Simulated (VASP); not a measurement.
An input for Quantum ESPRESSO's pw.x (written as the equivalent of a VASP run, and not itself run):

```
&CONTROL
  calculation = 'vc-relax'
  pseudo_dir = './pseudo'
  outdir = './out'
  tprnfor = .true.
  tstress = .true.
  nstep = 60
  forc_conv_thr = 0.00039
/
&SYSTEM
  ibrav = 0
  nat = 2
  ntyp = 2
  ecutwfc = 82.3
  occupations = 'smearing'
  smearing = 'gaussian'
  degauss = 0.003675
  input_dft = 'pbesol'
/
&ELECTRONS
  conv_thr = 7.3e-08
  electron_maxstep = 100
/
&IONS
/
&CELL
/
ATOMIC_SPECIES
  Sn 118.710 Sn.upf
  Te 127.600 Te.upf
CELL_PARAMETERS angstrom
     0.0000000    3.5378564    3.5378564
     3.5378564    0.0000000    3.5378564
     3.5378564    3.5378564   -0.0000000
ATOMIC_POSITIONS crystal
  Sn   0.0000000  0.0000000  0.0000000
  Te   0.2500000  0.2500000  0.2500000
K_POINTS automatic
  6 6 6 0 0 0
```

Question: Write the VASP files for the same calculation (PBEsol).

Answer: Several could match; the one computed here: 
**POSCAR**
```
SnTe
1.0
  0.0000000000   3.5378563664   3.5378563664
  3.5378563664   0.0000000000   3.5378563664
  3.5378563664   3.5378563664   0.0000000000
Sn Te
1 1
Cartesian
  0.0000000000   0.0000000000   0.0000000000
  1.7689281832   1.7689281832   1.7689281832
```

KPOINTS:
```
Automatic mesh
0
Gamma
 6 6 6
```

**INCAR**
```
# general
SYSTEM  = SnTe
PREC    = Accurate
ENCUT   = 400   # plane-wave cut-off (eV)
LREAL   = F   # projection in real space or not
LASPH   = T

# electronic loop
EDIFF   = 1E-6
NELM    = 100   # most electronic steps
ALGO    = Normal   # blocked Davidson
LMAXMIX = 4   # l cut-off of mixed one-centre charges

# smearing
ISMEAR  = 0
SIGMA   = 0.05   # width (eV)

# functional
GGA     = PS

# ions
IBRION  = 2   # conjugate gradients
NSW     = 60   # most ionic steps
ISIF    = 3
EDIFFG  = -0.01

# output
LWAVE   = F
LCHARG  = F
```

POTCAR, in this order: Sn_d Te (PBE.64 set). Program: vasp_std.

What does not carry over: the potentials are each code's own (VASP's PAW set, PseudoDojo norm-conserving files in pw.x), so ENCUT and ecutwfc are chosen apart and not converted; conv_thr bounds pw.x's estimated SCF error, while EDIFF bounds the energy change between steps; forc_conv_thr acts on force components and is met together with etot_conv_thr.

The structure was generated: SnTe was put into the zinc blende type (F-43m), which need not be its known phase. This run relaxes it. Symmetry was kept, so distortions that lower it aren't found. The start is the result of an earlier pass.
